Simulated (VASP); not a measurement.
Data:

```yaml
crystal:
  lattice:
    - [4.20526, 0.00000, 0.00000]
    - [0.00000, 4.20526, 0.00000]
    - [0.00000, 0.00000, 2.69510]
  atoms:
    - { symbol: Si, position: [0.00000, 0.00000, 0.00000] }
    - { symbol: Si, position: [0.50000, 0.50000, 0.50000] }
    - { symbol: O, position: [0.30595, 0.30595, 0.00000] }
    - { symbol: O, position: [0.80595, 0.19405, 0.50000] }
    - { symbol: O, position: [0.19405, 0.80595, 0.50000] }
    - { symbol: O, position: [0.69405, 0.69405, 0.00000] }
```

Calculation: optB86b-vdW, VASP's PBE PAW potentials (set 64) (plane waves; VASP 6.6.1). Settings: 520 eV cut-off, Gaussian smearing of 0.050 eV, potentials Si O.

Q: Give the energies of bands 6 to 19 at the high-symmetry points, in eV from the valence-band maximum.

A: 
```
band      Γ      X      M      Z      R       A
----  -----  -----  -----  -----  -----  ------
6     -6.28  -9.13  -7.74  -9.38  -9.24  -10.59
7     -6.28  -4.48  -5.78  -6.76  -7.96   -8.00
8     -6.08  -4.48  -5.78  -6.76  -7.96   -8.00
9     -5.34  -4.44  -4.00  -6.16  -6.40   -4.44
10    -4.97  -4.44  -4.00  -6.16  -6.40   -4.44
11    -3.09  -3.78  -3.21  -4.54  -3.88   -4.41
12    -3.09  -3.78  -3.21  -4.54  -3.88   -4.41
13    -2.50  -2.65  -2.63  -3.00  -2.22   -1.71
14    -0.86  -2.65  -2.63  -3.00  -2.22   -1.71
15    -0.86  -1.04  -2.19  -2.59  -1.71   -1.51
16     0.00  -1.04  -2.19  -2.59  -1.71   -1.51
17     5.31   7.48   7.19   8.85   8.61    7.00
18     6.61   7.48   7.19   8.85   8.61    7.00
19     8.32   8.90   9.85  12.46   9.73   10.88
```

The gap is direct, 5.31 eV, from the valence maximum at Γ to the conduction minimum at Γ.

The compound is SiO2 in the rutile structure, stishovite, a high-pressure form. It was relaxed first.
